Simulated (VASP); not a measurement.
The system is ZnCd3Se3S.

```
Zn Cd Se S
1.0
     4.26265    2.46104    3.46333
    -4.26265    2.46104    3.46333
     0.00000   -4.92209    3.46333
Zn Cd Se S
1 3 3 1
Cartesian
  0.0000 0.0000 10.3048
  -2.0877 1.2053 6.9581
  2.0877 1.2053 6.9581
  0.0000 -2.4107 6.9581
  -2.2390 1.2927 4.2840
  2.2390 1.2927 4.2840
  0.0000 -2.5854 4.2840
  0.0000 0.0000 7.9140
```

The cell was built by a generator and needn't be a form met in nature.

Program: VASP 6.6.1. Alike in all runs: potentials or basis VASP PAW PBE potentials, release 64 (Zn, Cd, Se, S); no spin polarisation; cell as given; k mesh 4 × 4 × 4; cutoff (eV) 520. Hardware: 4 MPI ranks on Intel(R) Xeon(R) Platinum 8488C (Sapphire Rapids), on a shared host.

Order these runs on this cell by their wall time, lowest first.
A. task Born charges and dielectric tensor; level PBE; smearing gaussian 0.02 eV; further INCAR settings ALGO = Fast; EDIFF = 1e-08
B. task single point; level PBEsol; smearing gaussian 0.03 eV; further INCAR settings ALGO = Fast; EDIFF = 1e-07; NBANDS = 46
C. task band structure; level PBE; smearing gaussian 0.03 eV; further INCAR settings ALGO = Fast; EDIFF = 1e-07; NBANDS = 46

B (56 s), C (290 s), A (860 s).
